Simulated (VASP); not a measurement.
VASP runs on TmN (a trial cell in the CsCl structure, space group Pm-3m) share one base input (PBE GGA, plane waves, VASP's PBE PAW potentials (set 64)) and change the settings named in each case.

**INCAR**
```
! general
SYSTEM  = TmN
PREC    = Accurate
ENCUT   = 520
LREAL   = .FALSE.
LASPH   = .TRUE.

! electronic loop
EDIFF   = 1E-6
NELM    = 100
ALGO    = Normal
LMAXMIX = 6

! smearing
ISMEAR  = 0
SIGMA   = 0.05

! functional
GGA     = PE

! ions
ISIF    = 2

! output
LWAVE   = .FALSE.
LCHARG  = .FALSE.
```

File KPOINTS:
```
Automatic mesh
0
Gamma
8 8 8
0 0 0
```

POSCAR:
```
TmN
1
    2.8500000000     0.0000000000     0.0000000000
    0.0000000000     2.8500000000     0.0000000000
    0.0000000000     0.0000000000     2.8500000000
Tm N
1 1
Direct
  0.0000000000   0.0000000000   0.0000000000
  0.5000000000   0.5000000000   0.5000000000
```

POTCAR, in this order: Tm_3 N (PBE.64 set). Program: vasp_std.

| change | E(σ→0) (eV/atom) | pressure (GPa) | −TS (eV) | plane waves |
|---|---|---|---|---|
| base run | -7.1854 | 19.05 | -0.0006 | 647 |
| ENCUT = 250 | -7.2428 | -16.37 | -0.0008 | 228 |
| ENCUT = 350 | -7.1830 | 10.76 | -0.0006 | 360 |
| ENCUT = 400 | -7.1867 | 15.99 | -0.0006 | 441 |
| ENCUT = 450 | -7.1865 | 18.29 | -0.0006 | 520 |
| ENCUT = 600 | -7.1861 | 18.94 | -0.0006 | 804 |
| ENCUT = 750 | -7.1883 | 19.01 | -0.0006 | 1108 |
| ENCUT = 800 | -7.1886 | 19.10 | -0.0006 | 1213 |
 The 4f electrons are frozen in the core of the lanthanide potential, so 4f levels, which can set the real gap, and their magnetism are missing.

Left out are runs that ran out of time, are held back, or changed the cell or the kind of run, fixed moments of cells without a moment, rows past the twelfth, gaps on odd meshes, pressures of charged cells and columns that move by less than the noise.

The structure was generated: TmN was put into the CsCl type (Pm-3m), which need not be its known phase. The cell was not relaxed at this level.
